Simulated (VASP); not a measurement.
Energy against volume of MgB$_{2}$ (AlB2 type). Method: rev-vdW-DF2, VASP's PBE PAW potentials (set 64) (plane waves; VASP 6.6.1). Run with 520 eV cut-off, 11×11×9 Γ-centred mesh, first-order Methfessel-Paxton smearing of 0.10 eV, potentials Mg B.

Shape and ions are relaxed at each volume.

```csv
V (Å³/atom),E (eV/atom)
9.221,-4.35784
9.506,-4.36265
9.791,-4.35956
10.077,-4.34958
```

Q: Fit these four points and predict the energy of the run at 8.936 Å³/atom.

A: A cubic in V^(−2/3), the third-order Birch-Murnaghan form, passes through the four points with V0 = 9.53 Å³/atom and B0 = 146 GPa, and gives -4.3439 eV/atom there. The run gave -4.3440 eV/atom, -0.1 meV/atom from the fit; all five points give B0 = 146 GPa.

The compound is MgB2 in the AlB2 type structure. It was relaxed first.
